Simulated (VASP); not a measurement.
For cubic KBr (rock salt), LDA (Ceperley-Alder, Perdew-Zunger), VASP's LDA PAW potentials (set 64) (VASP) gives ε∞ = 2.76, a static ε₀ = 4.81 and a transverse optical mode at 131 cm⁻¹.

Problem. Estimate the longitudinal optical frequency at Γ.

Solution. By the Lyddane-Sachs-Teller relation, ω_LO = ω_TO √(ε₀/ε∞) = 131 × √(4.81/2.76) = 173 cm⁻¹.

Measured: ε∞ 2.36 at 297 K (computed value off by +16.8 %), as given by H. H. Li, Journal of Physical and Chemical Reference Data (1976), doi:10.1063/1.555536 [long-wavelength limit of the electronic terms of a dispersion formula fitted to measured refractive indices over 0.2-42.0 um; lattice terms left out].

The compound is KBr in the rock salt structure. It was relaxed first, which changed the volume by -10 %.
